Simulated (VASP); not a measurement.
# How biaxial strain in the (111) plane changes Ge, part 2 of 2

Strain engineering needs slopes: what does biaxial strain in the (111) plane do to the lattice and the band edges of Ge?

VASP 6.6.1, plane waves and PAW; the level of theory is named at each step.

So far: Starting point; Relax the crystal, PBEsol; Strain along the normal, PBEsol; Band edges, TB-mBJ with spin-orbit coupling; Band edges, r2SCAN with spin-orbit coupling.

## Step 5: Band edges, r2SCAN with spin-orbit coupling (continued)

Level of this step: r2SCAN, spin-orbit coupling; plane waves and PAW (Ge_d) (VASP).

From OUTCAR (step 5):

```text
  Total        0.3862563      0.3862563      0.3862563     -0.1684131     -0.1684131     -0.1684131
  in kB       13.8284647     13.8284647     13.8284647     -6.0294012     -6.0294012     -6.0294012
  external PRESSURE =      13.8284647 kB  Pullay stress =       0.0000000 kB

 POSITION                                       TOTAL-FORCE (eV/Angst)
 -----------------------------------------------------------------------------------
      0.00344      0.00344      0.00344        -0.005603     -0.005603     -0.005603
      1.41816      1.41816      1.41816         0.005603      0.005603      0.005603
 -----------------------------------------------------------------------------------
    total drift:                               -0.000000     -0.000000     -0.000000

  FREE ENERGIE OF THE ION-ELECTRON SYSTEM (eV)
  ---------------------------------------------------
  free  energy   TOTEN  =       -27.7337252233 eV

  energy  without entropy=      -27.7337252233  energy(sigma->0) =      -27.73372522

[... 2 parts as in an earlier step ...]

[... 1 further part left out ...]
[key lines of the parts left out:]
E-fermi :   5.1827
```

Numbers from this step:

| Quantity | Value |
| --- | --- |
| energy(sigma→0) of the program | -27.7337 eV |
| stress, compression positive | 0.18 along [111], 1.99 across it (mean), GPa |

The run ends at a pressure of 1.38 GPa, with forces up to 0.0097 eV/Å.

## Step 6: The table

LASPH is off in runs at PBEsol and on in runs at TB-mBJ and r2SCAN.

The other members went through these steps as far as the tables show, with the same cutoff and, step by step, the same mesh; 34 runs are not shown. The session took 6.3 core hours (wall time by ranks) on a shared machine.

```tsv
in-plane strain (%)	strain along the normal (%)	in-plane stress, tension positive (GPa)	energy above the unstrained row (meV/atom)
-2.000	0.713	-3.550	10.734
-1.500	0.527	-2.617	6.099
-1.000	0.336	-1.674	2.837
-0.500	0.190	-0.808	0.820
0	-0.017	0.024	0.000
0.500	-0.225	0.781	0.289
1.000	-0.450	1.485	1.669
1.500	-0.646	2.195	4.001
2.000	-0.824	2.903	7.407
```

Slopes at zero strain, from cubics through all rows: strain ratio -0.401, stress over strain 158 GPa.

Band edges at TB-mBJ with spin-orbit coupling, counted from the valence-band top at Γ, spin-orbit pairs averaged, with one row partly withheld:

```tsv
in-plane strain (%)	gap (eV)	conduction band at Γ (eV)	Δ or X valley along z (eV)	Δ or X valley along x (eV)	lowest conduction level at L, [111] (eV)	lowest conduction level at L, [-111] (eV)	second valence level below the top (eV)	third valence level below the top (eV)
-2.000	0.507	0.777	0.762	0.762	0.915	0.507	0.122	0.446
-1.500	0.540	0.758	0.814	0.814	0.839	0.540	0.101	0.384
-1.000	0.568	0.726	0.860	0.860	0.763	0.568	0.074	0.337
-0.500	0.589	0.678	0.899	0.899	?	0.589	0.043	0.303
0	0.614	0.632	0.938	0.938	0.614	0.616	0.000	0.274
0.500	0.486	0.527	0.920	0.920	0.486	0.590	0.053	0.306
1.000	0.363	0.420	0.900	0.900	0.363	0.565	0.101	0.340
1.500	0.245	0.309	0.878	0.878	0.245	0.537	0.146	0.375
2.000	0.131	0.195	0.855	0.855	0.131	0.508	0.187	0.409
```

Conduction masses, in electron masses:

```tsv
in-plane strain (%)	L [111] mass, longitudinal	L [111] mass, transverse along [1-10]
-2.000	1.803	0.098
-1.500	1.784	0.096
-1.000	1.759	0.095
-0.500	1.750	0.093
0	1.723	0.092
0.500	1.713	0.090
1.000	1.692	0.089
1.500	1.677	0.088
2.000	1.641	0.086
```

Band edges at r2SCAN with spin-orbit coupling, counted from the valence-band top at Γ, spin-orbit pairs averaged:

```tsv
in-plane strain (%)	gap (eV)	conduction band at Γ (eV)	Δ or X valley along z (eV)	Δ or X valley along x (eV)	lowest conduction level at L, [111] (eV)	lowest conduction level at L, [-111] (eV)	second valence level below the top (eV)	third valence level below the top (eV)
-2.000	0.234	0.426	0.510	0.510	0.666	0.234	0.124	0.455
-1.500	0.264	0.401	0.562	0.562	0.580	0.264	0.102	0.394
-1.000	0.289	0.364	0.605	0.605	0.495	0.289	0.074	0.349
-0.500	0.307	0.312	0.643	0.643	0.413	0.307	0.042	0.316
0	0.262	0.262	0.678	0.678	0.329	0.331	0.000	0.288
0.500	0.155	0.155	0.658	0.658	0.194	0.304	0.053	0.319
```

Conduction masses, in electron masses:

```tsv
in-plane strain (%)	L [111] mass, longitudinal	L [111] mass, transverse along [1-10]
-2.000	1.759	0.086
-1.500	1.746	0.084
-1.000	1.692	0.082
-0.500	1.699	0.081
0	1.667	0.079
0.500	1.655	0.077
```

## Step 7: Fit and prediction

The quantity to fit is the splitting of the lowest conduction levels at the L points ([111] less [-111]) at TB-mBJ with spin-orbit coupling: 0.408, 0.299, 0.195, -0.002, -0.105, -0.202, -0.292, -0.377 eV in the rows shown.

Fitting a parabola to the 8 known rows (d: strain along the axis less the strain across it, in %) gives E = 0.003225 d² + 0.1423 d − 0.001455 in eV; the residuals are 0.0011 eV r.m.s.

At d = 0.6896 this predicts 0.0982 eV.

## Step 8: Prediction against calculation

The calculation gives 0.1005 eV, so the prediction is 0.0023 eV too low, more than twice the residual of the fit.

The splitting is Ξu times 8/9 of d, with d as a fraction, so the linear term gives Ξu = 16.0 eV.

## Step 9: Summary of results

```
ratio of normal to in-plane strain                                  : -0.401
biaxial modulus                                                     : 158 GPa
gap of the unstrained cell, TB-mBJ with spin-orbit coupling         : 0.61 eV
gap of the unstrained cell, r2SCAN with spin-orbit coupling         : 0.26 eV
shear deformation potential Ξu of the lowest conduction levels at L : 16.0 eV
error of the predicted row                                          : -2.3 meV
```

What this shows: As a check, the curvature of the energy gives 157 GPa for the same modulus (energy per volume = M × strain²), 1 % from the slope of the stress. The energy also has a linear term worth 0.18 GPa that the stress column lacks, a mark of the finite basis. At TB-mBJ with spin-orbit coupling the lowest conduction valley is L throughout, and the gap runs between 0.13 and 0.61 eV. At zero strain Γ and L lie only 18 meV apart here, so their order is sensitive to the level and the lattice constant. At r2SCAN with spin-orbit coupling the lowest conduction valley is in turn L, Γ from the first row to the last, and the gap runs between 0.16 and 0.31 eV. At zero strain this level puts Γ lowest, whereas real Ge has its minimum at L, so crossings are misplaced. At zero strain Γ and L lie only 67 meV apart here, so their order is sensitive to the level and the lattice constant. At r2SCAN with spin-orbit coupling the gap falls under 0.05 eV in some or all rows, where bands may have changed order, so 3 rows at and beyond those points are left out of its table. The gap at PBEsol is under 0.05 eV in some or all rows and is left out; the elastic columns come from such cells and can be uneven. Hole masses are left out throughout, since the top bands are degenerate or cross in many series; of conduction masses, those of the Γ, L and (for Si and Ge under (001) strain) Δ valleys are kept where they change by under an eighth between rows. A measured gap of unstrained Ge is 0.74 eV (arxiv:cond-mat/0503738, indirect gap, 4.2 K); the static gaps here belong to the lattice relaxed at PBEsol. TB-mBJ is a potential fitted for gaps; it has no energy functional, so its total energies and forces mean nothing, and its bands tend to come out too narrow. r2SCAN opens gaps somewhat over GGA but leaves them below measured values as a rule. Δ or X levels are the lowest on their line, refined by a parabola unless they lie at X; the gap is read from all points sampled and can differ from the lowest valley by some meV, or by tens of meV where strain moves the valence top off Γ. Temperature, zero-point motion and excitons are left out.

[Lines on the potential files, build, host, timing and source positions are cut from VASP's logs without a mark.]

[Logs are printed without paths, hosts, clocks, repeated set-up lines and the standing remarks that a program may print on its own settings, such as how far it seeks lower states.]

[Hosts, paths, dates, database ids (printed as entryN), source tags and the programs' standing remarks are cut or masked in the printed files.]

[In band tables of VASP the shares of atoms and orbitals are scaled to a sum of 1 inside the atoms' spheres.]
